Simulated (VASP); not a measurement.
Input:

```yaml
crystal:
  lattice:
    - [4.60744, 0.00000, 0.00000]
    - [0.00000, 3.08321, 0.00000]
    - [0.00000, 0.00000, 4.83099]
  atoms:
    - { symbol: Zr, position: [0.75000, 0.50000, 0.76630] }
    - { symbol: Zr, position: [0.25000, 0.50000, 0.23370] }
    - { symbol: Rh, position: [0.25000, 0.00000, 0.71321] }
    - { symbol: Rh, position: [0.75000, 0.00000, 0.28679] }
```

Computed with PBEsol GGA, VASP's PBE PAW potentials (set 64) (plane waves; VASP). Run with 400 eV cut-off, 8×11×7 Γ-centred mesh, tetrahedra with Blöchl corrections, potentials Zr_sv Rh_pv.

The cores are frozen, which limits the accuracy of field gradients.

Problem. Give the principal components of the electric field gradient (V/Å²) and the asymmetry η at each nucleus.

Solution. 
```json
[
 {"atom": "Zr1", "Vxx": "-16.3", "Vyy": "-11.3", "Vzz": "27.6", "η": "0.18"},
 {"atom": "Zr2", "Vxx": "-16.3", "Vyy": "-11.3", "Vzz": "27.6", "η": "0.18"},
 {"atom": "Rh3", "Vxx": "-15.1", "Vyy": "-5.0", "Vzz": "20.2", "η": "0.50"},
 {"atom": "Rh4", "Vxx": "-15.1", "Vyy": "-5.0", "Vzz": "20.2", "η": "0.50"}
]
```

The structure comes from a computed database's ZrRh entry (Pmma); how it stands against other phases isn't given here. It was relaxed first.
